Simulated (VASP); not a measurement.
A convergence study with VASP on MgO (rock salt): one setting is varied, all else stays as given below, so the limit is that of these other settings.

```xyz
2
Lattice="0.0000 2.1050 2.1050 2.1050 0.0000 2.1050 2.1050 2.1050 0.0000" Properties=species:S:1:pos:R:3 pbc="T T T"
Mg     0.0000     0.0000     0.0000
O      2.1050     2.1050     2.1050
```

The numbers are results of PBE GGA, VASP's PBE PAW potentials (set 64) (plane waves; VASP 6.6.1), not measurements. The tightest run used: 700 eV cut-off, 20×20×20 Γ-centred mesh, tetrahedra with Blöchl corrections, potentials Mg O.

Gaps are read on the run's mesh, which can miss a band edge.

**Question.** The settings run are 3×3×3 mesh; 4×4×4 mesh; 5×5×5 mesh; 6×6×6 mesh; 7×7×7 mesh; 8×8×8 mesh; 9×9×9 mesh; 10×10×10 mesh; 11×11×11 mesh; 12×12×12 mesh; 13×13×13 mesh; 14×14×14 mesh; 15×15×15 mesh; 16×16×16 mesh; 17×17×17 mesh; 18×18×18 mesh; 19×19×19 mesh; 20×20×20 mesh. From which on does the energy per atom stay within 0.005 eV/atom of the tightest run?

**Answer.** From 5×5×5 mesh on: it is off by 0.0010 there and by no more than 0.005 in any finer run, while 4×4×4 mesh is off by 0.0064.
```csv
setting,E (eV/atom),pressure (GPa),gap on the mesh (eV),irreducible k-points,difference judged (eV/atom)
3×3×3 mesh,-5.9100,4.36,4.700,4,0.0459
4×4×4 mesh,-5.9496,3.92,4.735,8,0.0064
5×5×5 mesh,-5.9549,3.88,4.741,10,0.0010
6×6×6 mesh,-5.9558,3.88,4.743,16,0.0002
7×7×7 mesh,-5.9559,3.88,4.743,20,0.0001
8×8×8 mesh,-5.9559,3.88,4.743,29,0.0000
9×9×9 mesh,-5.9559,3.88,4.743,35,0.0000
10×10×10 mesh,-5.9560,3.88,4.743,47,0.0000
11×11×11 mesh,-5.9560,3.88,4.743,56,0.0000
12×12×12 mesh,-5.9559,3.88,4.743,72,0.0000
13×13×13 mesh,-5.9559,3.88,4.743,84,0.0000
14×14×14 mesh,-5.9559,3.88,4.743,104,0.0000
15×15×15 mesh,-5.9559,3.88,4.743,120,0.0000
16×16×16 mesh,-5.9559,3.88,4.743,145,0.0000
17×17×17 mesh,-5.9559,3.88,4.743,165,0.0000
18×18×18 mesh,-5.9560,3.88,4.743,195,0.0000
19×19×19 mesh,-5.9559,3.88,4.743,220,0.0000
20×20×20 mesh,-5.9559,3.88,4.743,256,0.0000
```

Left out are rungs that failed or repeat a setting and relaxations that didn't move; long series are thinned to 24 rows.

The compound is MgO in the rock salt structure. The cell was not relaxed at this level.
